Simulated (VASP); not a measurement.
**Ge in VASP: how settings move the PBE single point**

Aim: see what changed inputs do to the PBE single point of Ge in the diamond structure, under +4.0 % equal strain in all directions.

Program: VASP 6.6.1. PAW datasets, plane waves. Calculated at 0 K for a non-magnetic (in the reference) cell.

## (1) Starting point

The cell comes from an earlier relaxation with r2SCAN in another program. Some of the altered inputs switch spin polarisation on.

The symmetry is Fd-3m (No. 227, cubic); conventional cell a = 5.901 Å, 25.68 Å³ an atom. Near Ge stand 4 Ge at 2.56 Å.

As a file:

```
CELL_PARAMETERS angstrom
0.00000 2.95035 2.95035
2.95035 0.00000 2.95035
2.95035 2.95035 0.00000
ATOMIC_POSITIONS crystal
Ge 0.00000 0.00000 0.00000
Ge 0.25000 0.25000 0.25000
```

## (2) The reference run

INCAR reads:

```
ENCUT = 520.000000
SIGMA = 0.020000
EDIFF = 1.00e-07
GGA = PE
PREC = Accurate
IBRION = -1
ISIF = 2
ISMEAR = -1
NBANDS = 21
NELM = 120
NSW = 0
LASPH = .TRUE.
LCHARG = .FALSE.
LWAVE = .FALSE.
LREAL = .FALSE.
```

KPOINTS reads:

```
KPOINTS created by Atomic Simulation Environment
0
Gamma
8 8 8
0 0 0
```

POSCAR reads:

```
Ge
 1.0000000000000000
     0.0000000000000000    2.9503484526000001    2.9503484526000001
     2.9503484526000001    0.0000000000000000    2.9503484526000001
     2.9503484526000001    2.9503484526000001    0.0000000000000000
 Ge
   2
Cartesian
  0.0000000000000000  0.0000000000000000  0.0000000000000000
  1.4751742263000001  1.4751742263000001  1.4751742263000001
```

A file KPOINTS_OPT adds named points for the levels; it doesn't enter the self-consistent loop.

Potentials: the recommended PBE PAW datasets, 28 valence electrons.

On the command line:

```sh
$ mpirun -np 1 vasp_std
```

## (3) Altered input 1

Changes to INCAR since step 2:

```diff
@@ -3,3 +3,2 @@
 EDIFF = 1.00e-07
-GGA = PE
 PREC = Accurate
@@ -15 +14,2 @@
 LREAL = .FALSE.
+METAGGA = TPSS
```

KPOINTS is that of step 2.

POSCAR is that of step 2.

## (4) Altered input 2

Changes to INCAR since step 2:

```diff
@@ -9,3 +9,2 @@
 NBANDS = 21
-NELM = 120
 NSW = 0
@@ -15 +14,4 @@
 LREAL = .FALSE.
+ISPIN = 2
+MAGMOM = 0.5 0.5
+NELM = 51
```

KPOINTS reads:

```
KPOINTS created by Atomic Simulation Environment
0
Monkhorst-Pack
8 8 8
0 0 0
```

POSCAR is that of step 2.

## (5) Altered input 3

Changes to INCAR since step 2:

```diff
@@ -3,3 +3,2 @@
 EDIFF = 1.00e-07
-GGA = PE
 PREC = Accurate
@@ -15 +14,2 @@
 LREAL = .FALSE.
+METAGGA = MBJ
```

KPOINTS is that of step 2.

POSCAR is that of step 2.

## (6) Altered input 4

Changes to INCAR since step 2:

```diff
@@ -9,3 +9,2 @@
 NBANDS = 21
-NELM = 120
 NSW = 0
@@ -15 +14,5 @@
 LREAL = .FALSE.
+NELM = 79
+IMIX = 1
+AMIX = 2.0
+BMIX = 0.0001
```

KPOINTS is that of step 2.

POSCAR is that of step 2.

Q: Predict the outcome of this session. Wanted: for each run, changed; ending; energy change; pressure; electronic steps; usable.

**Answer**, as computed:

| run | changed | ending | energy change (meV/atom) | pressure (GPa) | gap on the mesh (eV; negative: overlap) | electronic steps | time | usable |
| --- | --- | --- | --- | --- | --- | --- | --- | --- |
| ref. | – | converged | 0 | -3.6 | -0.17 | 13 | 31 s | yes |
| 1 | METAGGA = TPSS | converged | – | -7.2 | -0.14 | 17 | 1.7 min | yes |
| 2 | ISPIN = 2, MAGMOM = 0.5 0.5, NELM = 51, shifted mesh | converged | -5.3 | -3.6 | – | 16 | 2.1 min | yes |
| 3 | METAGGA = MBJ | converged | – | – | 0.00 | 38 | 1.9 min | yes |
| 4 | IMIX = 1, AMIX = 2, BMIX = 0.0001 | crashed | – | – | – | 14 | 29 s | no |

Of 4 altered inputs, 1 gave no result, 3 gave usable results. «ISPIN = 2, MAGMOM = 0.5 0.5, NELM = 51, shifted mesh» moves the energy by -5.3 meV/atom.
